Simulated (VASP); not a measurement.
Method: PBE GGA, VASP's PBE PAW potentials (set 64) (plane waves; VASP).

VASP input:

File KPOINTS:
```
K-points
0
Gamma
  8 8 6
```

### INCAR
```
SYSTEM  =  Ga
PREC  =  Accurate; ENCUT  =  480; LREAL  =  F
LASPH  =  T
EDIFF  =  1E-7; NELM  =  100; ALGO  =  Normal
LMAXMIX  =  4
ISMEAR  =  1; SIGMA  =  0.1
GGA  =  PE
ISIF  =  2
LWAVE  =  F; LCHARG  =  F
```

File POSCAR:
```
Ga
4.5939070
  0.4879374212  -0.8389755760   0.0000000000
  0.4879374212   0.8389755760   0.0000000000
  0.0000000000   0.0000000000   1.0000000982
Ga
4
Cartesian
  0.4879374212   0.5777154803   0.9181998365
  0.4879374212   0.2612600957   0.4181997874
  0.4879374212  -0.2612600957   0.5818003109
  0.4879374212  -0.5777154803   0.0818002617
```

POTCAR, in this order: Ga_d (PBE.64 set). Program: vasp_std.

What VASP printed:

**OSZICAR**
```
       N       E                     dE             d eps       ncg     rms          rms(c)
DAV:   1     0.345731373635E+03    0.34573E+03   -0.25282E+04  5245   0.302E+03
DAV:   2     0.277413127383E+02   -0.31799E+03   -0.31309E+03  5390   0.545E+02
DAV:   3    -0.105743433491E+02   -0.38316E+02   -0.37990E+02  5880   0.149E+02
DAV:   4    -0.116703004935E+02   -0.10960E+01   -0.10903E+01  5912   0.294E+01
DAV:   5    -0.116946387744E+02   -0.24338E-01   -0.24329E-01  6223   0.434E+00    0.246E+00
DAV:   6    -0.116195704480E+02    0.75068E-01   -0.20845E-01  6296   0.642E+00    0.135E+00
DAV:   7    -0.116058413674E+02    0.13729E-01   -0.59572E-02  7061   0.277E+00    0.308E-01
DAV:   8    -0.116048971648E+02    0.94420E-03   -0.14122E-02  5670   0.140E+00    0.469E-02
DAV:   9    -0.116050555427E+02   -0.15838E-03   -0.10010E-03  5991   0.353E-01    0.249E-02
DAV:  10    -0.116050679401E+02   -0.12397E-04   -0.22511E-04  6024   0.171E-01    0.547E-03
DAV:  11    -0.116050686476E+02   -0.70747E-06   -0.37414E-05  6151   0.762E-02    0.424E-03
DAV:  12    -0.116050684923E+02    0.15531E-06   -0.76619E-06  6070   0.312E-02    0.471E-04
DAV:  13    -0.116050686238E+02   -0.13153E-06   -0.88238E-07  6883   0.745E-03    0.472E-04
DAV:  14    -0.116050685495E+02    0.74375E-07   -0.39881E-08  3360   0.164E-03
   1 F= -.11605069E+02 E0= -.11604964E+02  d E =-.312818E-03
```

File OUTCAR:
```
------------------------ aborting loop because EDIFF is reached ----------------------------------------
  FORCE on cell =-STRESS in cart. coord.  units (eV):
  Direction    XX          YY          ZZ          XY          YZ          ZX
  --------------------------------------------------------------------------------------
  Total        0.6622996      0.6814438      0.5401041      0.0000000     -0.0000000      0.0000000
  in kB       13.3682641     13.7546824     10.9017946      0.0000000     -0.0000000      0.0000000
  external PRESSURE =      12.6749137 kB  Pullay stress =       0.0000000 kB
  volume of cell :       79.38
      direct lattice vectors                 reciprocal lattice vectors
     2.241539135 -3.854175771  0.000000000     0.223061017 -0.129729423  0.000000000
     2.241539135  3.854175771  0.000000000     0.223061017  0.129729423  0.000000000
     0.000000000  0.000000000  4.593907451     0.000000000  0.000000000  0.217679614
 POSITION                                       TOTAL-FORCE (eV/Angst)
 -----------------------------------------------------------------------------------
      2.24154      2.65397      4.21812         0.000000      0.006096     -0.004149
      2.24154      1.20020      1.92117         0.000000     -0.006096     -0.004149
      2.24154     -1.20020      2.67274         0.000000      0.006096      0.004149
      2.24154     -2.65397      0.37578         0.000000     -0.006096      0.004149
 -----------------------------------------------------------------------------------
    total drift:                               -0.000000     -0.000000      0.000000
  FREE ENERGIE OF THE ION-ELECTRON SYSTEM (eV)
  ---------------------------------------------------
  free  energy   TOTEN  =       -11.6050685495 eV

  energy  without entropy=      -11.6047557310  energy(sigma->0) =      -11.60496428
```
(Selected blocks of OUTCAR.)

The compound is Ga in the alpha structure. This cell was strained or had an atom moved on purpose.
